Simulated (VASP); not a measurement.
```
CELL_PARAMETERS angstrom
      2.86000     0.00000     0.00000
      0.00000     2.86000     0.00000
      0.00000     0.00000     2.86000
ATOMIC_POSITIONS crystal
  Al 0.50000 0.50000 0.50000
  Co 0.00000 0.00000 0.00000
```

Level of theory: PBE GGA with D4 dispersion, VASP's PBE PAW potentials (set 64) (plane waves; VASP 6.6.1). Run with 520 eV cut-off, 11×11×11 Γ-centred mesh, first-order Methfessel-Paxton smearing of 0.10 eV, potentials Al Co.

Energy and stress use the plane-wave basis of the starting cell.

### Question
The ions, cell shape and volume are relaxed. Give the cell that the relaxation ends in.

### Answer

```
CELL_PARAMETERS angstrom
      2.82182     0.00000     0.00000
      0.00000     2.82182     0.00000
      0.00000     0.00000     2.82182
ATOMIC_POSITIONS crystal
  Al 0.50000 0.50000 0.50000
  Co 0.00000 0.00000 0.00000
```
Space group Pm-3m (221), at a tolerance of 0.03 Å.

### Question
How do energy and volume change from the first to the last step?

### Answer
The energy (σ→0) changes by -10.8 meV/atom and the volume by -4.0 %, in 3 ionic steps.

| step | E(σ→0) (eV) | max force (eV/Å) | pressure (GPa) | volume (Å³) |
|---|---|---|---|---|
| 1 | -12.8546 | 0.000 | -7.15 | 23.39 |
| 2 | -12.8580 | 0.000 | 7.48 | 21.67 |
| 3 | -12.8761 | 0.000 | -0.01 | 22.47 |

The compound is CoAl in the CsCl type structure. This run relaxes it. Symmetry was kept, so distortions that lower it aren't found. The run is not spin-polarised, so no magnetic state was tried.
